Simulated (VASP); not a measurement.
These are LDA (Ceperley-Alder, Perdew-Zunger), VASP's LDA PAW potentials (set 64) (plane waves; VASP) values and carry that method's errors.

Input for VASP

INCAR:
```
ALGO = Normal
EDIFF = 1E-7
EDIFFG = -0.01
ENCUT = 520
IBRION = 2
ISIF = 4
ISMEAR = 1
LASPH = .TRUE.
LCHARG = .FALSE.
LMAXMIX = 4
LREAL = .FALSE.
LWAVE = .FALSE.
NELM = 100
NSW = 30
PREC = Accurate
SIGMA = 0.1
SYSTEM = Tl
```

File KPOINTS:
```
Regular mesh
0
G
  12 12 7
```

File POSCAR:
```
Tl
1
    1.7090901737    -2.9602311128     0.0000000000
    1.7090901737     2.9602311128     0.0000000000
    0.0000000000     0.0000000000     5.5497657596
Tl
2
Direct
  0.3333330000   0.6666670000   0.2500000000
  0.6666670000   0.3333330000   0.7500000000
```

POTCAR, in this order: Tl_d (LDA.64 set). Program: vasp_std.

What VASP printed:

OSZICAR:
```
       N       E                     dE             d eps       ncg     rms          rms(c)
DAV:   1     0.126463846795E+03    0.12646E+03   -0.14502E+04  2584   0.145E+03
DAV:   2    -0.387580074383E+01   -0.13034E+03   -0.12900E+03  2689   0.298E+02
DAV:   3    -0.590974428452E+01   -0.20339E+01   -0.20254E+01  3111   0.337E+01
DAV:   4    -0.592125391510E+01   -0.11510E-01   -0.11509E-01  2863   0.250E+00
DAV:   5    -0.592137545952E+01   -0.12154E-03   -0.12154E-03  3014   0.272E-01    0.332E+00
DAV:   6    -0.586445877521E+01    0.56917E-01   -0.10825E-01  2744   0.280E+00    0.231E+00
DAV:   7    -0.585377166921E+01    0.10687E-01   -0.45011E-02  2742   0.177E+00    0.754E-01
DAV:   8    -0.585273377962E+01    0.10379E-02   -0.36121E-03  2721   0.527E-01    0.376E-02
DAV:   9    -0.585273625570E+01   -0.24761E-05   -0.14768E-05  3142   0.369E-02    0.733E-03
DAV:  10    -0.585273614418E+01    0.11152E-06   -0.12463E-06  2758   0.966E-03    0.201E-03
DAV:  11    -0.585273612306E+01    0.21125E-07   -0.27134E-07  1874   0.456E-03
   1 F= -.58527361E+01 E0= -.58530038E+01  d E =-.585274E+01
       N       E                     dE             d eps       ncg     rms          rms(c)
DAV:   1    -0.587193216099E+01   -0.19196E-01   -0.70193E-01  2648   0.652E+00    0.539E-01
DAV:   2    -0.586148350311E+01    0.10449E-01   -0.73107E-03  2693   0.890E-01    0.325E-01
DAV:   3    -0.585623343265E+01    0.52501E-02   -0.10670E-02  2696   0.101E+00    0.380E-02
DAV:   4    -0.585626292858E+01   -0.29496E-04   -0.60835E-04  2658   0.225E-01    0.190E-02
DAV:   5    -0.585626320755E+01   -0.27898E-06   -0.82024E-06  3369   0.309E-02    0.408E-03
DAV:   6    -0.585626234748E+01    0.86007E-06   -0.15846E-06  2683   0.140E-02    0.477E-04
DAV:   7    -0.585626235765E+01   -0.10169E-07   -0.86488E-08  1570   0.228E-03
   2 F= -.58562624E+01 E0= -.58566083E+01  d E =-.352623E-02
       N       E                     dE             d eps       ncg     rms          rms(c)
DAV:   1    -0.600964023799E+01   -0.15338E+00   -0.63517E+00  2652   0.197E+01    0.164E+00
DAV:   2    -0.591342488571E+01    0.96215E-01   -0.64699E-02  2655   0.255E+00    0.992E-01
DAV:   3    -0.586456624238E+01    0.48859E-01   -0.98111E-02  2683   0.302E+00    0.131E-01
DAV:   4    -0.586475486883E+01   -0.18863E-03   -0.55886E-03  2673   0.689E-01    0.601E-02
DAV:   5    -0.586474600071E+01    0.88681E-05   -0.10571E-04  3373   0.117E-01    0.189E-02
DAV:   6    -0.586473607202E+01    0.99287E-05   -0.20373E-05  2678   0.480E-02    0.168E-03
DAV:   7    -0.586473616632E+01   -0.94295E-07   -0.89650E-07  2773   0.749E-03
   3 F= -.58647362E+01 E0= -.58647578E+01  d E =-.120000E-01
       N       E                     dE             d eps       ncg     rms          rms(c)
DAV:   1    -0.641151442605E+01   -0.54678E+00   -0.25843E+01  2669   0.398E+01    0.332E+00
DAV:   2    -0.604181184086E+01    0.36970E+00   -0.24417E-01  2638   0.462E+00    0.200E+00
DAV:   3    -0.585038664779E+01    0.19143E+00   -0.35414E-01  2670   0.547E+00    0.241E-01
DAV:   4    -0.585131353876E+01   -0.92689E-03   -0.17836E-02  2644   0.117E+00    0.122E-01
DAV:   5    -0.585131202717E+01    0.15116E-05   -0.16406E-04  3145   0.120E-01    0.483E-02
DAV:   6    -0.585131118935E+01    0.83783E-06   -0.17247E-05  2706   0.296E-02    0.331E-03
DAV:   7    -0.585131116982E+01    0.19523E-07   -0.60538E-07  2717   0.685E-03
   4 F= -.58513112E+01 E0= -.58512513E+01  d E =0.142495E-02
       N       E                     dE             d eps       ncg     rms          rms(c)
DAV:   1    -0.625372485997E+01   -0.40241E+00   -0.16954E+01  2635   0.321E+01    0.269E+00
DAV:   2    -0.599700478850E+01    0.25672E+00   -0.17408E-01  2667   0.387E+00    0.162E+00
DAV:   3    -0.586536693275E+01    0.13164E+00   -0.26249E-01  2721   0.453E+00    0.202E-01
DAV:   4    -0.586596365678E+01   -0.59672E-03   -0.13273E-02  2657   0.995E-01    0.114E-01
DAV:   5    -0.586597433214E+01   -0.10675E-04   -0.12808E-04  2981   0.104E-01    0.308E-02
DAV:   6    -0.586597183736E+01    0.24948E-05   -0.16666E-05  2763   0.362E-02    0.340E-03
DAV:   7    -0.586597152108E+01    0.31628E-06   -0.78810E-07  2785   0.998E-03    0.809E-04
DAV:   8    -0.586597153432E+01   -0.13237E-07   -0.81566E-08  1380   0.231E-03
   5 F= -.58659715E+01 E0= -.58659412E+01  d E =-.132354E-01
       N       E                     dE             d eps       ncg     rms          rms(c)
DAV:   1    -0.587022901660E+01   -0.42575E-02   -0.18432E-01  2672   0.335E+00    0.280E-01
DAV:   2    -0.586746034025E+01    0.27687E-02   -0.18105E-03  2648   0.463E-01    0.169E-01
DAV:   3    -0.586606989834E+01    0.13904E-02   -0.27214E-03  2713   0.525E-01    0.197E-02
DAV:   4    -0.586607836287E+01   -0.84645E-05   -0.15606E-04  2659   0.115E-01    0.102E-02
DAV:   5    -0.586607841942E+01   -0.56546E-07   -0.18548E-06  3283   0.147E-02    0.192E-03
DAV:   6    -0.586607823192E+01    0.18749E-06   -0.32342E-07  2082   0.653E-03    0.235E-04
DAV:   7    -0.586607823514E+01   -0.32132E-08   -0.27216E-08  1312   0.146E-03
   6 F= -.58660782E+01 E0= -.58660720E+01  d E =-.133421E-01
```

**OUTCAR**
```
------------------------ aborting loop because EDIFF is reached ----------------------------------------
  FORCE on cell =-STRESS in cart. coord.  units (eV):
  Direction    XX          YY          ZZ          XY          YZ          ZX
  --------------------------------------------------------------------------------------
  Total       -0.3232516     -0.3232516     -0.3127559      0.0000000      0.0000000      0.0000000
  in kB       -9.2226548     -9.2226554     -8.9232051      0.0000000      0.0000000      0.0000000
  external PRESSURE =      -9.1228384 kB  Pullay stress =       0.0000000 kB
  volume of cell :       56.16
      direct lattice vectors                 reciprocal lattice vectors
     1.745137191 -3.022666374 -0.000000000     0.286510426 -0.165416866 -0.000000000
     1.745137191  3.022666374 -0.000000000     0.286510426  0.165416866 -0.000000000
     0.000000000  0.000000000  5.322865110     0.000000000  0.000000000  0.187868747
 POSITION                                       TOTAL-FORCE (eV/Angst)
 -----------------------------------------------------------------------------------
      1.74514      1.00756      1.33072        -0.000000      0.000000      0.000000
      1.74514     -1.00756      3.99215         0.000000     -0.000000      0.000000
 -----------------------------------------------------------------------------------
    total drift:                               -0.000015      0.000456      0.000011
  FREE ENERGIE OF THE ION-ELECTRON SYSTEM (eV)
  ---------------------------------------------------
  free  energy   TOTEN  =        -5.8660782351 eV

  energy  without entropy=       -5.8660595864  energy(sigma->0) =       -5.86607202

 reached required accuracy - stopping structural energy minimisation
```
(Selected blocks of OUTCAR.)

File CONTCAR:
```
Tl
   1.00000000000000
     1.7451371911187876   -3.0226663738652939   -0.0000000000000000
     1.7451371911187876    3.0226663738652939   -0.0000000000000000
     0.0000000000000001    0.0000000000000000    5.3228651097924127
  Tl
     2
Direct
     0.3333330000000032    0.6666669999999968    0.2500000000000000
     0.6666669999999968    0.3333330000000032    0.7500000000000000
```

The compound is Tl in the hcp structure. This cell is one point of a volume scan, at 1.03 of the reference volume. Symmetry was kept, so distortions that lower it aren't found.
